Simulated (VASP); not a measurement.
```
CELL_PARAMETERS angstrom
      0.00000     2.23892     2.23892
      2.23892     0.00000     2.23892
      2.23892     2.23892     0.00000
ATOMIC_POSITIONS crystal
  B  0.00000 0.00000 0.00000
  P  0.25000 0.25000 0.25000
```

These are PBE GGA with D3 dispersion (zero damping), VASP's PBE PAW potentials (set 64) (plane waves; VASP) values and carry that method's errors. Run with 520 eV cut-off, 10×10×10 Γ-centred mesh, Gaussian smearing of 0.050 eV, potentials B P.

Question: Predict the energy per atom (σ→0), pressure.

Answer: 
```yaml
energy per atom (σ→0): -6.634 eV/atom
pressure: 5.37 GPa
```

Only differences to runs with the same potentials and settings are physical.

The compound is BP in the zinc blende structure. This cell is one point of a volume scan, at 0.97 of the reference volume.
